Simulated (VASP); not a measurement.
All values below come from PBE GGA, VASP's PBE PAW potentials (set 64) (plane waves; VASP).

VASP input:

### INCAR
```
SYSTEM = FeGe
PREC = Accurate
ENCUT = 300
EDIFF = 1E-6
NELM = 100
ALGO = Normal
LREAL = .FALSE.
LASPH = .TRUE.
ISMEAR = -1
SIGMA = 0.1
GGA = PE
LMAXMIX = 4
LWAVE = .FALSE.
LCHARG = .FALSE.
ISIF = 2
ISPIN = 2
LORBIT = 11
```

**KPOINTS**
```
Automatic mesh
0
Gamma
3 3 3
0 0 0
```

File POSCAR:
```
FeGe
9.4438820
  0.5000000000   0.0000000000   0.0000000000
  0.0000000000   0.5000000000   0.0000000000
  0.0000000000   0.0000000000   0.5000000000
Fe Ge
4 4
direct
  0.1347600000   0.1347600000   0.1347600000
  0.3652400000   0.8652400000   0.6347600000
  0.6347600000   0.3652400000   0.8652400000
  0.8652400000   0.6347600000   0.3652400000
  0.8449700000   0.8449700000   0.8449700000
  0.6550300000   0.1550300000   0.3449700000
  0.3449700000   0.6550300000   0.1550300000
  0.1550300000   0.3449700000   0.6550300000
```

File KPOINTS_OPT:
```
k-points along high-symmetry lines
8
Line-mode
Reciprocal
  0.000000   0.000000   0.000000 ! GAMMA
  0.000000   0.500000   0.000000 ! X

  0.000000   0.500000   0.000000 ! X
  0.500000   0.500000   0.000000 ! M

  0.500000   0.500000   0.000000 ! M
  0.000000   0.000000   0.000000 ! GAMMA

  0.000000   0.000000   0.000000 ! GAMMA
  0.500000   0.500000   0.500000 ! R

  0.500000   0.500000   0.500000 ! R
  0.000000   0.500000   0.000000 ! X

  0.500000   0.500000   0.500000 ! R
  0.500000   0.500000   0.000000 ! M

  0.500000   0.500000   0.000000 ! M
  0.500000   0.000000   0.000000 ! X_1
```

POTCAR, in this order: Fe Ge_d (PBE.64 set). Program: vasp_std. The INCAR's line for the spin-polarised start is left out here.

At this cut-off the stress carries a Pulay error, which pulls relaxed volumes low. The run has a spin-polarised start.

Problem. What does the run give for the energy per atom (σ→0), cell moment, pressure, largest force, band gap (over mesh and band path)?

Solution. 
```json
{
  "energy per atom (σ→0)": "-6.475 eV/atom",
  "cell_moment": "4.55 μB",
  "band gap (over mesh and band path)": "none (metal, semimetal or under 0.01 eV)",
  "pressure": "-6.45 GPa",
  "largest_force": "0.334 eV/Å"
}
```

OSZICAR:
```
...
       N       E                     dE             ncg
       N       E                     dE             ncg
       N       E                     dE             ncg
       N       E                     dE             ncg
       N       E                     dE             ncg
       N       E                     dE             ncg
       N       E                     dE             ncg
       N       E                     dE             ncg
```

The structure comes from a computed database's FeGe entry; how it stands against other phases isn't given here. The cell was not relaxed at this level. The k-mesh is coarse (spacing up to 0.44 per Å, 2π included), so the numbers may not be converged in it.
